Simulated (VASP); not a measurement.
VASP runs on HfC (rock salt) share one base input (PBE GGA, plane waves, VASP's PBE PAW potentials (set 64)) and change the settings named in each case.

**INCAR**
```
SYSTEM = HfC
PREC = Accurate
ENCUT = 520
EDIFF = 1E-6
NELM = 100
ALGO = Normal
LREAL = .FALSE.
LASPH = .TRUE.
ISMEAR = 1
SIGMA = 0.1
GGA = PE
LMAXMIX = 6
LWAVE = .FALSE.
LCHARG = .FALSE.
ISIF = 2
```

### KPOINTS
```
Automatic mesh
0
Gamma
12 12 12
0 0 0
```

POSCAR:
```
HfC
1
    0.0000000000     2.3664000000     2.3664000000
    2.3664000000     0.0000000000     2.3664000000
    2.3664000000     2.3664000000     0.0000000000
Hf C
1 1
Direct
  0.0000000000   0.0000000000   0.0000000000
  0.5000000000   0.5000000000   0.5000000000
```

POTCAR, in this order: Hf_pv C (PBE.64 set). Program: vasp_std.

| change | E(σ→0) (eV/atom) | pressure (GPa) | electronic steps |
|---|---|---|---|
| base run | -10.4960 | -11.76 | 13 |
| EDIFF = 1E-2 | -10.5009 | -5.97 | 8 |
| EDIFF = 1E-3 | -10.4960 | -11.73 | 10 |
| EDIFF = 1E-4 | -10.4960 | -11.87 | 11 |
| EDIFF = 1E-5 | -10.4960 | -11.78 | 12 |
| EDIFF = 1E-8 | -10.4960 | -11.76 | 16 |
 Unless said otherwise, spin-orbit coupling is left out, though it shifts the bands of the heavy elements here.

Left out are runs that ran out of time, are held back, or changed the cell or the kind of run, fixed moments of cells without a moment, rows past the twelfth, gaps on odd meshes, pressures of charged cells and columns that move by less than the noise.

The compound is HfC in the rock salt structure. The cell was not relaxed at this level.
